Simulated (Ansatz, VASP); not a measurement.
## SnSe2 (SnSe2 (P-3m1)): VASP beside Ansatz

Wanted: the spread between two codes on one cell, functional and k mesh. The cell is taken from a series of runs on this material, whose earlier steps may have relaxed, scaled, displaced or heated it; both programs get it as it stands.

Program: Ansatz 0.2.0. Level of theory: plane waves, with VASP 6.6.1 beside it; relaxation of cell and atoms at r2SCAN. Results are calculated unless marked as measured.

**1. The starting structure**

The structure is trigonal, space group P-3m1 (No. 164). Conventional cell: a = 3.842 Å, b = 3.842 Å, c = 6.486 Å, α = 90.00°, β = 90.00°, γ = 120.00°. Nearest to Sn lie 6 Se at 2.72 Å. Nearest to Se lie 3 Sn at 2.72 Å. Farther neighbours and most contacts between anions are not listed.

**2. Ansatz: relaxation of cell and atoms, r2SCAN**

Ansatz runs on its PAW soft_1 files.

The relaxed volume is the usual yardstick between codes: in a stiff, nearly cubic crystal its relative difference is about their pressure difference at one cell divided by the bulk modulus.

Input file input.yaml:

```yaml
crystal:
  lattice:
    - [3.8418991, 0.0, 0.0]
    - [-1.9209496, 3.3271823, 0.0]
    - [0.0, 0.0, 6.4858801]
  atoms:
    - { symbol: Sn, position: [0.0, 0.0, 0.0] }
    - { symbol: Se, position: [0.66666667, 0.33333333, 0.75709886] }
    - { symbol: Se, position: [0.33333333, 0.66666667, 0.24290114] }
basis:
  ecutwfc: 500
  xc_grid: 2
hamiltonian:
  xc: r2scan
  pseudopotentials: { kind: paw, azcp: { folder: soft_1 } }
kpoints:
  mp_grid: { grid: [8, 8, 4] }
scf:
  occupations: { method: fermi_dirac, width: 0.01 }
  max_iter: 150
output:
  forces: true
  stress: true
relax:
  f_tol: 0.01
  max_steps: 60
  cell: {}
checkpoint:
  write: "../r2scan.run"
  compress: false
  write_wavefunctions: false
  write_every: 100000
```

Started as:

```sh
$ ansatz run input.yaml --threads 4 --pin off --max-ram 6594MiB --backend cpu --events-out ev --progress --plain --runs-dir out
```

Numbers of over 12 decimals in the logs are rounded to 6 here.

Output:

```text
Engine: ansatz 0.2.0, aarch64-unknown-linux-gnu
Pseudopotentials: kind: paw
Pseudopotential: Sn, paw, valence charge 14, recommended cutoff 500 eV (meta_gga), soft_1/Sn.paw.azcp
Pseudopotential: Se, paw, valence charge 16, recommended cutoff 500 eV (meta_gga), soft_1/Se.paw.azcp
Functional definition: r2SCAN
  parameter k0 = 0.174
  parameter k1 = 0.065
  parameter a1 = 4.9479
  exchange = r2scan_x(k0 = k0, k1 = k1, a1 = a1)
  correlation = r2scan_c
Crystal: 3 atoms, lattice volume = 82.907 Å³
Basis set: ecut = 500 eV, 2057 PW (Γ), exchange–correlation on 60×60×96 points (8 copies of the dense FFT grid, shifted against one another)
Bands: 28, of which v1, the nominal top of the filled ones, is band 23 counted from 1 (22 counted from 0)
Symmetry: 12 space group operations
Space group: P-3m1 (ITA 164), of the structure as read, at distance tolerance 4.4e-5 Å
k-points: 35 of 256
Non-local potential: Sn, projectors of the file, l = 0: 2, l = 1: 2, l = 2: 2, l = 3: 1
Non-local potential: Se, projectors of the file, l = 0: 2, l = 1: 2, l = 2: 3, l = 3: 1
PAW form: soft (Blöchl's): semilocal exchange-correlation on the pseudo side does not see the compensation charge
PAW frozen core: Sn, regenerated for the run's functional (the file was generated under x = pbe(κ = 0.804, μ = 0.219515), c = pbe(β = 0.066725))
PAW frozen core: Se, regenerated for the run's functional (the file was generated under x = pbe(κ = 0.804, μ = 0.219515), c = pbe(β = 0.066725))
PAW one-centre angular grid: Sn, 590 points (default); XC on 160 Gauss nodes
PAW one-centre angular grid: Se, 590 points (default); XC on 160 Gauss nodes
Initial density: superposition of atomic densities (chi_scale 0.1, normalization cell, long waves kept (reshape's long-wave potential 0.12 eV rms))
Initial wavefunctions: pseudopotential atomic-orbital guess
Functional: x = r2scan, c = r2scan; τ floored in thin density (d = 2e-4 eV/Å³)
iter 1 solved again at ethr=2.65e-3 eV; its pass at ethr=3.10e-3 eV (dr2=1.22e0 eV) is discarded
SCF iter   1: F=—  HF=-16996.431165 eV  |F-HF|=—  |Δ(HF+E_count)|=         —  Δρ=3.22e-2  dr2=1.23e0  dr2_τ=7.19e-3  ethr=2.65e-3  ⟨swp⟩=1.0  Hψ=5868  notcnv=0
preconditioner: auto → Resta (q_TF=auto, 2.473 Å⁻¹)  ε∞=3.5  [insulator: Δε(μ)=0.926 eV  Ē_g=10.359 eV  σ=0.010 eV  W_gap=1.00  n_scr=22 (ndim 8)  ℏωp=16.3 eV  f_vac=0.092  D(μ)=0.00/eV (n_scr^D=0)  ε∞_Penn≈3.5]
SCF iter   2: F=—  HF=-16996.274818 eV  |F-HF|=—  |Δ(HF+E_count)|=   1.56e-1  Δρ=1.77e-2  dr2=2.19e-1  dr2_τ=2.17e-3  ethr=2.65e-3  ⟨swp⟩=2.8  Hψ=1313  notcnv=0
SCF iter   3: F=—  HF=-16996.255777 eV  |F-HF|=—  |Δ(HF+E_count)|=   1.90e-2  Δρ=4.88e-3  dr2=1.60e-2  dr2_τ=3.34e-4  ethr=4.75e-4  ⟨swp⟩=2.1  Hψ=1406  notcnv=0  defer=30
SCF iter   4: F=—  HF=-16996.259812 eV  |F-HF|=—  |Δ(HF+E_count)|=   4.03e-3  Δρ=9.29e-4  dr2=9.88e-4  dr2_τ=2.08e-5  ethr=3.48e-5  ⟨swp⟩=2.8  Hψ=1957  notcnv=0  defer=30
SCF iter   5: F=—  HF=-16996.259599 eV  |F-HF|=—  |Δ(HF+E_count)|=   2.13e-4  Δρ=4.53e-4  dr2=1.39e-4  dr2_τ=3.01e-6  ethr=2.15e-6  ⟨swp⟩=2.0  Hψ=1900  notcnv=0  defer=30
SCF iter   6: F=—  HF=-16996.259703 eV  |F-HF|=—  |Δ(HF+E_count)|=   1.05e-4  Δρ=8.54e-5  dr2=6.18e-6  dr2_τ=1.44e-7  ethr=3.01e-7  ⟨swp⟩=3.0  Hψ=1900  notcnv=0  defer=30
SCF iter   7: F=—  HF=-16996.259709 eV  |F-HF|=—  |Δ(HF+E_count)|=   6.15e-6  Δρ=2.47e-5  dr2=5.19e-7  dr2_τ=6.82e-9  ethr=1.34e-8  ⟨swp⟩=2.0  Hψ=1405  notcnv=0  defer=30
SCF iter   8: F=-16996.259710 eV  HF=-16996.259710 eV  |F-HF|=2.35e-8  |Δ(HF+E_count)|=   5.29e-7  Δρ=6.26e-6  dr2=3.71e-8  dr2_τ=1.30e-9  ethr=2.17e-10  ⟨swp⟩=5.0  Hψ=3740  notcnv=0
SCF 1 converged in 8 iterations: F = -16996.259710 eV  dr2 = 3.71e-8
  greatest PAW one-centre occupation: 1.000 electrons in one spin orbital (limit 2), on the Se atom at site 2 (counted from 0), in its partial waves of l = 2
relax step   1: F+E_penalty+E_count = -16996.25971001 eV  Δ(F+E_penalty+E_count) = +0.000e0 eV  max|allowed force component| = 2.839e-2 eV/Å  Δτ_max = 0.0000 Å  P = -0.065 GPa  Ω = 82.907 Å³  (8 SCF iters, dr2 threshold 1.00e-7 eV, accepted)
[...]
relax step   3: F+E_penalty+E_count = -16996.25985703 eV  Δ(F+E_penalty+E_count) = -1.470e-4 eV  max|allowed force component| = 3.352e-4 eV/Å  Δτ_max = 0.0057 Å  P = +0.013 GPa  Ω = 83.071 Å³  energy of the carried Pulay correction = -7.132e-6 eV  (9 SCF iters, accepted)
[...]
relax step   4: F+E_penalty+E_count = -16996.25989875 eV  Δ(F+E_penalty+E_count) = -4.173e-5 eV  max|allowed force component| = 5.664e-3 eV/Å  Δτ_max = 0.0035 Å  P = +0.024 GPa  Ω = 83.220 Å³  energy of the carried Pulay correction = -1.365e-5 eV  (6 SCF iters, dr2 threshold 9.81e-9 eV, accepted)
[...]
relax step   5: F+E_penalty+E_count = -16996.25991734 eV  Δ(F+E_penalty+E_count) = -1.858e-5 eV  max|allowed force component| = 3.976e-5 eV/Å  Δτ_max = 0.0021 Å  P = +0.003 GPa  Ω = 83.352 Å³  energy of the carried Pulay correction = -1.939e-5 eV  (5 SCF iters, dr2 threshold 1.07e-8 eV, accepted)
[...]
relax step   6: F+E_penalty+E_count = -16996.25993906 eV  Δ(F+E_penalty+E_count) = -2.172e-5 eV  max|allowed force component| = 8.048e-5 eV/Å  Δτ_max = 0.0000 Å  P = +0.003 GPa  Ω = 83.352 Å³  stress off target by 8.41e-3 GPa  SCF on the basis re-selected at this cell (its energy is not comparable with the rows above)  (5 SCF iters)
basis re-selected at this cell: Δ(F+E_penalty+E_count) = -2.172e-5 eV, ΔP = +0.000 GPa vs the last step (what re-selecting the basis moved, of the pressure what is left beyond the Pulay correction that the steps carried, after the strain that the cell walked since its last selection, with what the two solves' SCF thresholds leave and, on support functions, any second-order correction that the steps lacked; it is no m [...]
SCF converged after 5 iterations
Free energy (F): -16996.259939 eV
Harris-Foulkes:  -16996.259939 eV  (|F-HF|=7.28e-12)
Internal energy: -16996.259939 eV  (E = F + TS)
E sigma→0 (E₀):  -16996.259939 eV
Fermi energy:    6.977670 eV
--- Per-component energies (eV) ---
  E_band       = -951.618745
  E_kinetic    = 389.278162
  E_local      = -7086.649454  (includes V_loc(G=0)·N_el)
  E_nonlocal   = -563.846549
  E_hartree    = 3655.024369
  E_xc         = -276.114305
  E_vxc        = -278.000851  (∫ρ·V_xc dr)
  E_paw        = -8680.741508  (= ΣΔE_a)
  E_vpaw       = -737.455044  (= ΣTr[D̂ρ^β])
  E_aug_tail   = 0.000081  (compensation charges beyond the density's cutoff)
  E_vtau       = 15.006192  (kinetic-family band-sum trace: ∫τ·v_τ [+ j·A + Jᵃ·Aᵃ] dr)
  E_ewald      = -4430.416536
  E_core_change = -2.794199  (= ΣΔE_core)
  E_smearing   = -0.000000  (= −TS)
  E_closure    = -0.000000  (closes the sum)
  Σ components = -16996.259939   (vs F -16996.259939, Δ=0.00e0)
--- Forces (eV/Å), atoms counted from 1 ---
  atom   1  Sn     0.00000000     0.00000000     0.00000000
  atom   2  Se     0.00000000    -0.00000000     0.00008048
  atom   3  Se     0.00000000     0.00000000    -0.00008048
  max |Σ_I F_I| component: 1.16e-18 eV/Å
--- Stress (GPa, compression-positive) ---
        0.000284       0.000000       0.000000
        0.000000       0.000284      -0.000000
        0.000000      -0.000000       0.008406
  P = ⅓ Tr σ = 0.0030 GPa (0.030 kbar)
--- Relaxed structure (5 steps of the walk, 4 accepted, 1 SCFs on fresh bases) ---
  F+E_penalty+E_count = -16996.25993906 eV   max|allowed force component| = 8.048e-5 eV/Å   (the final SCF, on the basis selected at the relaxed cell)
  cell:  # Å, volume = 83.3525 Å³
    - [3.840859, 2.8859694281398665e-8, 1.2042869757912682e-18]
    - [-1.920429, 3.326281, -1.2042869757912753e-18]
    - [2.03307288060296e-18, -1.1737951545299523e-18, 6.524261]
  atoms:
    - { symbol: Sn, position: [0, 0, 0] }
    - { symbol: Se, position: [0.666667, 0.333333, 0.758840] }
    - { symbol: Se, position: [0.333333, 0.666667, 0.241160] }
```

**3. VASP: relaxation of cell and atoms, r2SCAN**

The same cell, functional, mesh and smearing now go to VASP, with its own data sets.

Lines of VASP's logs that name or quote its potential files are left out, and so is its time.

Input file INCAR:

```
SYSTEM = SnSe2
PREC = Accurate
ENCUT = 550
EDIFF = 1E-07
NELM = 120
ISMEAR = -1
SIGMA = 0.01
LREAL = .FALSE.
ALGO = Normal
METAGGA = R2SCAN
LASPH = .TRUE.
NBANDS = 19
LORBIT = 11
LWAVE = .FALSE.
LCHARG = .FALSE.
ISIF = 3
IBRION = 2
NSW = 80
EDIFFG = -0.005
GGA_COMPAT = .FALSE.
NELMIN = 4
EFERMI = MIDGAP
LMIXTAU = .TRUE.
KPAR = 2
```

Input file POSCAR:

```
SnSe2
1.0
    3.8418990000      0.0000000000      0.0000000000
   -1.9209500000      3.3271820000      0.0000000000
    0.0000000000      0.0000000000      6.4858800000
Sn Se
1 2
Direct
    0.0000000000      0.0000000000      0.0000000000
    0.6666668903      0.3333334335      0.7570988054
    0.3333335203      0.6666668670      0.2429011946
```

Input file KPOINTS:

```
Automatic mesh
0
Gamma
8 8 4
0 0 0
```

Potentials, in the order of the species: Sn_d and Se (PBE family, release 64).

Started as:

```sh
$ mpirun -np 2 vasp_std
```

Output:

```text
[banner, memory and clock lines left out]
running    2 mpi-ranks, on    1 nodes
 distrk:  each k-point on    1 cores,    2 groups
 distr:  one band on    1 cores,    1 groups

 POSCAR found type information on POSCAR SnSe
 POSCAR found :  2 types and       3 ions
|                                                                             |
|               ----> ADVICE to this user running VASP <----                  |
|                                                                             |
|     You enforced a specific xc type in the INCAR file but a different       |
|     [... a line on the potential file left out ...]
|     I HOPE YOU KNOW WHAT YOU ARE DOING!                                     |
|                                                                             |

 LDA part: xc-table for (None), standard interpolation
 POSCAR, INCAR and KPOINTS ok, starting setup
 FFT: planning ... GRIDC
 FFT: planning ... GRID_SOFT
 FFT: planning ... GRID
 WAVECAR not read
 entering main loop
       N       E                     dE             d eps       ncg     rms          rms(c)
DAV:   1     0.165267090860E+03    0.16527E+03   -0.12785E+04  1339   0.162E+03
DAV:   2    -0.348355032383E+02   -0.20010E+03   -0.19429E+03  1440   0.390E+02
DAV:   3    -0.582853290817E+02   -0.23450E+02   -0.22865E+02  1645   0.122E+02
DAV:   4    -0.590743805882E+02   -0.78905E+00   -0.78762E+00  1617   0.236E+01
DAV:   5    -0.590946392718E+02   -0.20259E-01   -0.20257E-01  1912   0.386E+00    0.570E+00
DAV:   6    -0.566156802485E+02    0.24790E+01   -0.15909E+00  1739   0.187E+01    0.385E+00
DAV:   7    -0.537249108230E+02    0.28908E+01   -0.76658E-01  1423   0.568E+00    0.137E+00
DAV:   8    -0.545508974805E+02   -0.82599E+00   -0.60447E-01  1354   0.579E+00    0.602E-01
DAV:   9    -0.545617242565E+02   -0.10827E-01   -0.14905E-01  1411   0.293E+00    0.371E-01
DAV:  10    -0.546048837011E+02   -0.43159E-01   -0.19634E-02  1414   0.112E+00    0.248E-01
DAV:  11    -0.546339014697E+02   -0.29018E-01   -0.51340E-02  1351   0.188E+00    0.156E-01
DAV:  12    -0.546357105631E+02   -0.18091E-02   -0.46485E-03  1489   0.521E-01    0.128E-01
DAV:  13    -0.546367269276E+02   -0.10164E-02   -0.32294E-04  1440   0.171E-01    0.953E-02
DAV:  14    -0.546384006019E+02   -0.16737E-02   -0.17262E-03  1348   0.395E-01    0.327E-02
[...]
DAV:  19    -0.546386069911E+02   -0.63217E-04   -0.72925E-05  1342   0.809E-02    0.987E-03
DAV:  20    -0.546386110424E+02   -0.40513E-05   -0.16764E-05  1562   0.330E-02    0.226E-02
DAV:  21    -0.546386094522E+02    0.15902E-05   -0.30350E-06  1537   0.168E-02    0.914E-03
DAV:  22    -0.546386097743E+02   -0.32210E-06   -0.11725E-06  1366   0.106E-02    0.154E-03
DAV:  23    -0.546386095444E+02    0.22995E-06   -0.10705E-07  1077   0.332E-03    0.333E-04
DAV:  24    -0.546386097208E+02   -0.17647E-06   -0.48579E-08   794   0.200E-03    0.627E-04
DAV:  25    -0.546386094849E+02    0.23597E-06   -0.27858E-08   695   0.189E-03    0.173E-04
DAV:  26    -0.546386094710E+02    0.13881E-07   -0.87672E-09   683   0.110E-03
   1 F= -.54638609E+02 E0= -.54638609E+02  d E =-.546386E+02
[... from here on, the cycles between the ionic steps are left out ...]
   2 F= -.54638621E+02 E0= -.54638621E+02  d E =-.119050E-04
   3 F= -.54638622E+02 E0= -.54638622E+02  d E =-.123622E-04
   4 F= -.54638631E+02 E0= -.54638631E+02  d E =-.907882E-05
   5 F= -.54638640E+02 E0= -.54638640E+02  d E =-.177665E-04
   6 F= -.54638648E+02 E0= -.54638648E+02  d E =-.877951E-05
   7 F= -.54638669E+02 E0= -.54638669E+02  d E =-.295740E-04
   8 F= -.54638691E+02 E0= -.54638691E+02  d E =-.513723E-04
   9 F= -.54638692E+02 E0= -.54638692E+02  d E =-.527578E-04
  10 F= -.54638681E+02 E0= -.54638681E+02  d E =0.115882E-04
 trial-energy change:    0.000012  1 .order    0.000008   -0.000016    0.000032
 step:   0.4225(harm=  0.5728)  dis= 0.00024  next Energy=   -54.638694 (dE=-0.198E-05)
 bond charge predicted
       N       E                     dE             d eps       ncg     rms          rms(c)
DAV:   1    -0.546389596546E+02   -0.27898E-03   -0.91372E-03  1709   0.121E+00    0.920E-02
DAV:   2    -0.546387586705E+02    0.20098E-03   -0.63025E-04  1754   0.352E-01    0.476E-02
DAV:   3    -0.546386782401E+02    0.80430E-04   -0.21017E-04  1726   0.214E-01    0.108E-02
DAV:   4    -0.546386877073E+02   -0.94672E-05   -0.40754E-05  1363   0.573E-02    0.736E-03
DAV:   5    -0.546386919001E+02   -0.41928E-05   -0.64613E-06  1354   0.232E-02    0.517E-03
DAV:   6    -0.546386931250E+02   -0.12250E-05   -0.21730E-06  1423   0.152E-02    0.139E-03
DAV:   7    -0.546386940043E+02   -0.87928E-06   -0.13198E-06  1345   0.116E-02    0.852E-04
DAV:   8    -0.546386940432E+02   -0.38868E-07   -0.30124E-07  1342   0.576E-03
  11 F= -.54638694E+02 E0= -.54638694E+02  d E =-.168571E-05
 curvature:  -1.41 expect dE=-0.911E-06 dE for cont linesearch -0.950E-07
 trial: gam=-0.18798 g(F)=  0.133E-06 g(S)=  0.512E-06 ort = 0.181E-05 (trialstep = 0.144E+01)
 search vector abs. value=  0.168E-05
 reached required accuracy - stopping structural energy minimisation
```

(Part 1 of 2 ends here.)

[Lines on the potential files, build, host, timing and source positions are cut from VASP's logs without a mark.]

[Logs are printed without paths, hosts, clocks, repeated set-up lines and the standing remarks that a program may print on its own settings, such as how far it seeks lower states.]

[Hosts, paths, dates, database ids (printed as entryN), source tags and the programs' standing remarks are cut or masked in the printed files.]
